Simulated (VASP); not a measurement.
Input:

```
CELL_PARAMETERS angstrom
      0.00000     2.16429     2.16429
      2.16429     0.00000     2.16429
      2.16429     2.16429     0.00000
ATOMIC_POSITIONS crystal
  Be 0.25000 0.25000 0.25000
  Be 0.75000 0.75000 0.75000
  C  0.00000 0.00000 0.00000
```

Level of theory: rev-vdW-DF2, VASP's PBE PAW potentials (set 64) (plane waves; VASP). Run with 520 eV cut-off, Gaussian smearing of 0.050 eV, potentials Be C.

### Question
Give the energies of bands 2 to 7 at the high-symmetry points, in eV from the valence-band maximum.

### Answer

```
band     Γ      X      U      L      W
----  ----  -----  -----  -----  -----
2     0.00  -6.71  -6.80  -8.66  -6.21
3     0.00  -4.70  -6.24  -1.82  -5.86
4     0.00  -4.70  -3.96  -1.82  -5.86
5     4.18   1.24   3.38   5.07   5.75
6     4.18   5.83   8.36   5.07   8.21
7     4.18  13.27  11.60   7.11   9.59
```

The gap is indirect, 1.24 eV, from the valence maximum at Γ to the conduction minimum at X.

The compound is Be2C in the antifluorite structure. It was relaxed first.
